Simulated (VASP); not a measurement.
A VASP calculation is set up with these files.

**KPOINTS**
```
Automatic mesh
0
Gamma
11 11 10
0 0 0
```

**INCAR**
```
! general
SYSTEM   =  GeRh
PREC     =  Accurate
ENCUT    =  400   ! plane-wave cut-off (eV)
LREAL    =  .FALSE.   ! projection in real space or not
LASPH    =  .TRUE.   ! aspherical one-centre terms

! electronic loop
EDIFF    =  1E-6
NELM     =  100   ! most electronic steps
ALGO     =  Normal   ! blocked Davidson
LMAXMIX  =  4   ! l cut-off of mixed one-centre charges

! smearing
ISMEAR   =  1
SIGMA    =  0.1

! functional
GGA      =  PS   ! PBEsol

! ions
IBRION   =  2
NSW      =  60   ! most ionic steps
ISIF     =  3   ! ions, shape and volume
EDIFFG   =  -0.01

! output
LWAVE    =  .FALSE.
LCHARG   =  .FALSE.
```

### POSCAR
```
GeRh
1.0
  3.3903980000   0.0000000000   0.0000000000
 -1.6951990000   2.9361710000   0.0000000000
  0.0000000000   0.0000000000   3.3088610000
Rh Ge
1 1
Direct
  0.0000000000   0.0000000000   0.0000000000
  0.6666670000   0.3333330000   0.5000000000
```

POTCAR, in this order: Rh_pv Ge_d (PBE.64 set). Program: vasp_std.

Problem. Translate this PBEsol calculation to Quantum ESPRESSO's pw.x.

Solution. One equivalent input (not run):
```
&CONTROL
  calculation = 'vc-relax'
  pseudo_dir = './pseudo'
  outdir = './out'
  tprnfor = .true.
  tstress = .true.
  nstep = 60
  forc_conv_thr = 0.00039
/
&SYSTEM
  ibrav = 0
  nat = 2
  ntyp = 2
  ecutwfc = 88
  occupations = 'smearing'
  smearing = 'methfessel-paxton'
  degauss = 0.00735
  input_dft = 'pbesol'
/
&ELECTRONS
  conv_thr = 7.3e-08
  electron_maxstep = 100
/
&IONS
/
&CELL
/
ATOMIC_SPECIES
  Rh 102.906 Rh.upf
  Ge 72.630 Ge.upf
CELL_PARAMETERS angstrom
     3.3903980    0.0000000    0.0000000
    -1.6951990    2.9361710    0.0000000
     0.0000000    0.0000000    3.3088610
ATOMIC_POSITIONS crystal
  Rh   0.0000000  0.0000000  0.0000000
  Ge   0.6666670  0.3333330  0.5000000
K_POINTS automatic
  11 11 10 0 0 0
```
The two are equivalent in intent, not identical: the potentials are each code's own (VASP's PAW set, PseudoDojo norm-conserving files in pw.x), so ENCUT and ecutwfc are chosen apart and not converted; conv_thr bounds pw.x's estimated SCF error, while EDIFF bounds the energy change between steps; forc_conv_thr acts on force components and is met together with etot_conv_thr.

The structure was generated: GeRh was put into the WC type (P-6m2), which need not be its known phase. This run relaxes it. Symmetry was kept, so distortions that lower it aren't found.
